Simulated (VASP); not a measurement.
Consider the following.

```
KI
1.0
    0.00000     3.40482     3.40482
    3.40482     0.00000     3.40482
    3.40482     3.40482     0.00000
K I
1 1
Direct
  0.00000   0.00000   0.00000
  0.50000   0.50000   0.50000
```

Method: PBEsol GGA, VASP's PBE PAW potentials (set 64) (plane waves; VASP). Settings: 480 eV cut-off, 6×6×6 Γ-centred mesh, Gaussian smearing of 0.050 eV, potentials K_sv I.

Q: Give the stress tensor in GPa (positive for a compressed cell).

A: 
```
1.35  0.00  0.00
0.00  1.35  0.00
0.00  0.00  1.35
```
The pressure is its mean diagonal, 1.35 GPa.

The compound is KI in the rock salt structure. This cell was strained or had an atom moved on purpose.
